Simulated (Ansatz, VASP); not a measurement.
# Cross-check of KTaO3 between VASP and Ansatz

Aim: how closely do two programs agree when they are given the same cell, functional and k mesh? The cell is taken from a series of runs on this material, whose earlier steps may have relaxed, scaled, displaced or heated it; both programs get it as it stands.

Calculated with Ansatz 0.2.0; plane waves, with VASP 6.6.1 beside it; zone-centre phonons at LDA.

### 1. Set-up

Symmetry: Pm-3m, No. 221, cubic system. The conventional cell has a = 3.843 Å, b = 3.843 Å, c = 3.843 Å, α = 90.00°, β = 90.00°, γ = 90.00°. Nearest to O lie 2 Ta at 1.92 Å and 4 K at 2.72 Å. Nearest to K lie 12 O at 2.72 Å. Ta has 6 O at 1.92 Å nearest. Farther neighbours and most contacts between anions are not listed.

Structure file:

```
O K Ta
1.0
     3.84305    0.00000    0.00000
     0.00000    3.84305    0.00000
     0.00000    0.00000    3.84305
O K Ta
3 1 1
Direct
  0.50000 0.00000 0.00000
  0.00000 0.50000 0.00000
  0.00000 0.00000 0.50000
  0.50000 0.50000 0.50000
  0.00000 0.00000 0.00000
```

### 2. VASP: zone-centre phonons, LDA

Second derivatives magnify differences that forces hide, and they need a tight electronic threshold.

Lines of VASP's logs that name or quote its potential files are left out, and so is its time.

Input file INCAR:

```
SYSTEM = KTaO3
PREC = Accurate
ENCUT = 600
EDIFF = 1E-08
NELM = 120
ISMEAR = 0
SIGMA = 0.01
LREAL = .FALSE.
ALGO = Normal
GGA = PW92
NBANDS = 25
LASPH = .TRUE.
LORBIT = 11
LWAVE = .FALSE.
LCHARG = .FALSE.
ISIF = 2
IBRION = 8
LEPSILON = .TRUE.
GGA_COMPAT = .FALSE.
EFERMI = MIDGAP
KPAR = 2
```

Input file POSCAR:

```
KTaO3
1.0
    3.8430450884      0.0000000000      0.0000000000
    0.0000000000      3.8430450884      0.0000000000
    0.0000000000      0.0000000000      3.8430450884
O K Ta
3 1 1
Direct
    0.5000000000      0.0000000000      0.0000000000
    0.0000000000      0.5000000000      0.0000000000
    0.0000000000      0.0000000000      0.5000000000
    0.5000000000      0.5000000000      0.5000000000
    0.0000000000      0.0000000000      0.0000000000
```

Input file KPOINTS:

```
Automatic mesh
0
Gamma
8 8 8
0 0 0
```

PAW data sets: O, K_sv and Ta_pv (LDA family, release 64).

Launch:

```console
$ mpirun -np 2 vasp_std
```

Numbers of over 12 decimals in the logs are rounded to 6 here.

Log:

```text
[banner, memory and clock lines left out]
running    2 mpi-ranks, on    1 nodes
 distrk:  each k-point on    1 cores,    2 groups
 distr:  one band on    1 cores,    1 groups

 POSCAR found type information on POSCAR O K Ta
 POSCAR found :  3 types and       5 ions
|                                                                             |
|               ----> ADVICE to this user running VASP <----                  |
|                                                                             |
|     You enforced a specific xc type in the INCAR file but a different       |
|     [... a line on the potential file left out ...]
|     I HOPE YOU KNOW WHAT YOU ARE DOING!                                     |
|                                                                             |

 LDA part: xc-table for (Slater(with rela. corr.)+PW92), standard interpolation
 POSCAR, INCAR and KPOINTS ok, starting setup
 FFT: planning ... GRIDC
 FFT: planning ... GRID_SOFT
 FFT: planning ... GRID
 WAVECAR not read
 entering main loop
       N       E                     dE             d eps       ncg     rms          rms(c)
DAV:   1     0.368718041310E+03    0.36872E+03   -0.22853E+04  1750   0.173E+03
DAV:   2    -0.310258804278E+02   -0.39974E+03   -0.38781E+03  2038   0.477E+02
DAV:   3    -0.519359691224E+02   -0.20910E+02   -0.20832E+02  2308   0.106E+02
DAV:   4    -0.527793378937E+02   -0.84337E+00   -0.84217E+00  3108   0.142E+01
DAV:   5    -0.527832612105E+02   -0.39233E-02   -0.39226E-02  2304   0.929E-01    0.422E+01
DAV:   6    -0.449649870167E+02    0.78183E+01   -0.36018E+01  2147   0.442E+01    0.174E+01
DAV:   7    -0.448027903869E+02    0.16220E+00   -0.17093E+00  2300   0.898E+00    0.109E+01
DAV:   8    -0.447234622567E+02    0.79328E-01   -0.24469E-01  2256   0.421E+00    0.175E+00
DAV:   9    -0.447173708822E+02    0.60914E-02   -0.30584E-02  2358   0.119E+00    0.196E-01
DAV:  10    -0.447169492374E+02    0.42164E-03   -0.31773E-03  2452   0.456E-01    0.971E-02
DAV:  11    -0.447169363683E+02    0.12869E-04   -0.27879E-04  2500   0.131E-01    0.298E-02
DAV:  12    -0.447169334841E+02    0.28842E-05   -0.45755E-05  2547   0.457E-02    0.735E-03
DAV:  13    -0.447169330249E+02    0.45917E-06   -0.27605E-06  2384   0.128E-02    0.406E-03
DAV:  14    -0.447169329898E+02    0.35072E-07   -0.23872E-07  2401   0.370E-03    0.974E-04
DAV:  15    -0.447169329905E+02   -0.69576E-09   -0.15411E-08  1855   0.841E-04
   1 F= -.44716933E+02 E0= -.44716933E+02  d E =0.000000E+00
 Linear response reoptimize wavefunctions to high precision
DAV:   1    -0.447169329912E+02   -0.67030E-09   -0.50607E-09  1872   0.469E-04
DAV:   2    -0.447169329912E+02   -0.27285E-10   -0.40080E-10  1513   0.137E-04
 Linear response G [H, r] |phi>, progress :
  Direction:   1
       N       E                     dE             d eps       ncg     rms
RMM:   1    -0.136408044387E+03   -0.13641E+03    0.75583E+02  3093   0.196E+02
RMM:   2    -0.128955080739E+03    0.74530E+01   -0.31332E+01  2952   0.356E+01
RMM:   3    -0.129400635652E+03   -0.44555E+00   -0.37034E+00  3446   0.771E+00
RMM:   4    -0.129532837772E+03   -0.13220E+00   -0.63360E-01  3823   0.253E+00
RMM:   5    -0.129564812807E+03   -0.31975E-01   -0.16349E-01  3966   0.114E+00
RMM:   6    -0.129574211580E+03   -0.93988E-02   -0.52954E-02  4041   0.576E-01
RMM:   7    -0.129576844255E+03   -0.26327E-02   -0.17203E-02  4151   0.325E-01
RMM:   8    -0.129577698567E+03   -0.85431E-03    0.26438E-03  4182   0.202E-01
RMM:   9    -0.129577990866E+03   -0.29230E-03   -0.27632E-03  4122   0.138E-01
RMM:  10    -0.129578085293E+03   -0.94427E-04   -0.21418E-03  4050   0.102E-01
RMM:  11    -0.129578139983E+03   -0.54690E-04    0.27966E-03  3977   0.792E-02
RMM:  12    -0.129578165790E+03   -0.25807E-04   -0.44491E-03  3936   0.657E-02
RMM:  13    -0.129578177671E+03   -0.11880E-04    0.67200E-03  3878   0.570E-02
RMM:  14    -0.129578183394E+03   -0.57238E-05    0.13590E-03  3882   0.519E-02
RMM:  15    -0.129578186945E+03   -0.35502E-05   -0.34506E-03  3850   0.487E-02
RMM:  16    -0.129578190110E+03   -0.31659E-05   -0.92552E-05  3814   0.467E-02
RMM:  17    -0.129578193984E+03   -0.38740E-05    0.38277E-03  3798   0.455E-02
RMM:  18    -0.129578192250E+03    0.17340E-05   -0.49907E-03  3775   0.445E-02
 Linear response G [H, r] |phi>, progress :
  Direction:   2
       N       E                     dE             d eps       ncg     rms
RMM:   1    -0.151240735666E+03   -0.15124E+03    0.58575E+02  3040   0.195E+02
RMM:   2    -0.148904237384E+03    0.23365E+01   -0.37567E+01  2893   0.385E+01
RMM:   3    -0.149441750335E+03   -0.53751E+00   -0.54399E+00  3512   0.933E+00
RMM:   4    -0.149607729384E+03   -0.16598E+00   -0.94772E-01  3947   0.307E+00
RMM:   5    -0.149646022220E+03   -0.38293E-01   -0.25647E-01  4116   0.139E+00
[...]
RMM:   7    -0.375972989400E+00    0.28732E-04   -0.58427E-06  6765   0.755E-03    0.108E-03
RMM:   8    -0.375983874850E+00   -0.10885E-04   -0.32314E-06  7429   0.400E-03    0.289E-04
RMM:   9    -0.375984197964E+00   -0.32311E-06   -0.17933E-06  8082   0.224E-03    0.143E-04
RMM:  10    -0.375984044781E+00    0.15318E-06   -0.14736E-06  8315   0.162E-03    0.558E-05
RMM:  11    -0.375983150981E+00    0.89380E-06   -0.18773E-06  7938   0.140E-03    0.303E-05
[...]
first order change of Fermi-energy   0.32857E-03
 force on displaced ion       1 direction 1 : -25.673  -0.000   0.000
 Born effective charge ion    1 direction 1 :  -6.430   0.000   0.000
 Linear response progress:
  Degree of freedom:   2/  4
       N       E                     dE             d eps       ncg     rms          rms(c)
RMM:   1    -0.366750751215E+00   -0.36675E+00    0.22724E-01 12287   0.269E+00
RMM:   2    -0.361100828362E+00    0.56499E-02   -0.99785E-03 10476   0.483E-01    0.137E-01
RMM:   3    -0.362352516735E+00   -0.12517E-02   -0.18044E-03 10473   0.166E-01    0.671E-02
RMM:   4    -0.363950749655E+00   -0.15982E-02   -0.68895E-04 10520   0.117E-01    0.156E-02
RMM:   5    -0.364030853370E+00   -0.80104E-04   -0.86149E-05 12317   0.346E-02    0.437E-03
RMM:   6    -0.364038049930E+00   -0.71966E-05   -0.18884E-05 13756   0.118E-02    0.313E-03
RMM:   7    -0.364024101931E+00    0.13948E-04   -0.59069E-06 12649   0.629E-03    0.845E-04
RMM:   8    -0.364033203670E+00   -0.91017E-05   -0.33580E-06 13724   0.366E-03    0.417E-04
RMM:   9    -0.364034248907E+00   -0.10452E-05   -0.20024E-06 14194   0.228E-03    0.217E-04
RMM:  10    -0.364033519271E+00    0.72964E-06   -0.11380E-06 14096   0.171E-03    0.829E-05
RMM:  11    -0.364033074566E+00    0.44471E-06   -0.23637E-06 14096   0.144E-03    0.798E-05
RMM:  12    -0.364033186860E+00   -0.11229E-06   -0.18679E-06 14356   0.128E-03    0.470E-05
RMM:  13    -0.364033157519E+00    0.29341E-07   -0.16157E-06 14348   0.119E-03    0.371E-05
RMM:  14    -0.364033199577E+00   -0.42059E-07   -0.19285E-06 14169   0.114E-03    0.100E-05
[...]
RMM:  20    -0.364033163322E+00    0.25547E-07   -0.17454E-06 13755   0.105E-03    0.233E-05
RMM:  21    -0.364033181745E+00   -0.18422E-07   -0.16260E-06 13739   0.104E-03    0.188E-05
RMM:  22    -0.364033191914E+00   -0.10169E-07   -0.13682E-06 13799   0.104E-03    0.164E-05
RMM:  23    -0.364033234961E+00   -0.43047E-07   -0.14922E-06 14295   0.104E-03    0.119E-05
RMM:  24    -0.364033251439E+00   -0.16478E-07   -0.15647E-06 14280   0.104E-03    0.122E-05
RMM:  25    -0.364033258210E+00   -0.67709E-08   -0.17569E-06 14025   0.104E-03    0.139E-05
RMM:  26    -0.364033257654E+00    0.55662E-09   -0.17245E-06 13618   0.104E-03    0.155E-05
RMM:  27    -0.364033258067E+00   -0.41339E-09   -0.16503E-06 13603   0.104E-03    0.139E-05
 first order change of Fermi-energy   0.18417E-03
 force on displaced ion       1 direction 2 :   0.000  -3.230   0.000
 Born effective charge ion    1 direction 2 :   0.000  -1.731   0.000
 Linear response progress:
  Degree of freedom:   3/  4
       N       E                     dE             d eps       ncg     rms          rms(c)
RMM:   1    -0.304944960303E+00   -0.30494E+00    0.19417E-01  6383   0.304E+00
RMM:   2    -0.304299534306E+00    0.64543E-03   -0.40582E-02  6479   0.783E-01    0.573E-02
RMM:   3    -0.305239513933E+00   -0.93998E-03   -0.58375E-03  7094   0.254E-01    0.269E-02
RMM:   4    -0.305525361875E+00   -0.28585E-03   -0.86857E-04  7795   0.790E-02    0.228E-02
RMM:   5    -0.305554089613E+00   -0.28728E-04   -0.20627E-04  7733   0.369E-02    0.116E-02
RMM:   6    -0.305544882904E+00    0.92067E-05   -0.47749E-05  7951   0.186E-02    0.151E-03
RMM:   7    -0.305547529412E+00   -0.26465E-05   -0.15333E-05  8124   0.920E-03    0.103E-03
RMM:   8    -0.305543707272E+00    0.38221E-05   -0.52213E-06  8251   0.475E-03    0.780E-04
RMM:   9    -0.305539916433E+00    0.37908E-05    0.42986E-07  8281   0.296E-03    0.395E-04
RMM:  10    -0.305534965388E+00    0.49510E-05    0.22988E-07  7997   0.211E-03    0.305E-04
RMM:  11    -0.305537074923E+00   -0.21095E-05   -0.22781E-06  7944   0.162E-03    0.292E-04
RMM:  12    -0.305536699670E+00    0.37525E-06    0.23614E-07  8374   0.131E-03    0.290E-04
RMM:  13    -0.305536667350E+00    0.32320E-07   -0.19500E-06  8458   0.115E-03    0.334E-04
 first order change of Fermi-energy  -0.19599E-03
 force on displaced ion       4 direction 1 :  -5.600   0.000  -0.000
 Born effective charge ion    4 direction 1 :   1.166   0.000   0.000
 Linear response progress:
  Degree of freedom:   4/  4
       N       E                     dE             d eps       ncg     rms          rms(c)
RMM:   1    -0.188889664913E+00   -0.18889E+00    0.75799E+00  4550   0.155E+01
RMM:   2    -0.211623866809E+00   -0.22734E-01   -0.37166E-02  5880   0.120E+00    0.166E-01
RMM:   3    -0.210432477499E+00    0.11914E-02   -0.17232E-03  6545   0.200E-01    0.901E-02
RMM:   4    -0.209473970689E+00    0.95851E-03   -0.34795E-04  7111   0.957E-02    0.253E-02
RMM:   5    -0.209289554480E+00    0.18442E-03   -0.49506E-05  7650   0.287E-02    0.560E-03
RMM:   6    -0.209275534270E+00    0.14020E-04   -0.99041E-06  8025   0.987E-03    0.256E-03
RMM:   7    -0.209271323414E+00    0.42109E-05   -0.40017E-06  7800   0.475E-03    0.789E-04
RMM:   8    -0.209271708419E+00   -0.38500E-06   -0.30253E-06  8228   0.270E-03    0.344E-04
RMM:   9    -0.209272813930E+00   -0.11055E-05   -0.47377E-07  8355   0.189E-03    0.779E-05
RMM:  10    -0.209273083022E+00   -0.26909E-06   -0.88938E-07  8373   0.147E-03    0.296E-05
RMM:  11    -0.209273155261E+00   -0.72239E-07   -0.10363E-06  8695   0.124E-03    0.208E-05
RMM:  12    -0.209273198168E+00   -0.42908E-07   -0.30473E-07  8769   0.110E-03    0.182E-05
RMM:  13    -0.209273323601E+00   -0.12543E-06   -0.85669E-07  8439   0.102E-03    0.825E-06
RMM:  14    -0.209273347088E+00   -0.23488E-07   -0.19165E-07  8781   0.972E-04    0.336E-06
[...]
RMM:  19    -0.209273396216E+00   -0.14822E-09   -0.41214E-07  8490   0.889E-04    0.295E-06
RMM:  20    -0.209273432424E+00   -0.36208E-07   -0.11791E-08  8804   0.885E-04    0.245E-06
RMM:  21    -0.209273425556E+00    0.68682E-08   -0.58112E-07  8588   0.881E-04    0.163E-06
RMM:  22    -0.209273417896E+00    0.76600E-08   -0.37078E-07  8698   0.879E-04    0.234E-06
RMM:  23    -0.209273416494E+00    0.14020E-08   -0.77138E-07  8484   0.877E-04    0.203E-06
RMM:  24    -0.209273416102E+00    0.39145E-09   -0.54918E-07  8468   0.876E-04    0.188E-06
RMM:  25    -0.209273418768E+00   -0.26659E-08   -0.14255E-07  8498   0.876E-04    0.377E-06
RMM:  26    -0.209273419984E+00   -0.12164E-08   -0.36589E-08  8501   0.875E-04    0.166E-06
 first order change of Fermi-energy  -0.80710E-04
 force on displaced ion       5 direction 1 : -10.175   0.000  -0.000
 Born effective charge ion    5 direction 1 :   8.723   0.000   0.000
 Born effective charges drift removed
 Linear response finished
```

(Part 1 of 3 ends here.)

[Lines on the potential files, build, host, timing and source positions are cut from VASP's logs without a mark.]

[Logs are printed without paths, hosts, clocks, repeated set-up lines and the standing remarks that a program may print on its own settings, such as how far it seeks lower states.]

[Hosts, paths, dates, database ids (printed as entryN), source tags and the programs' standing remarks are cut or masked in the printed files.]
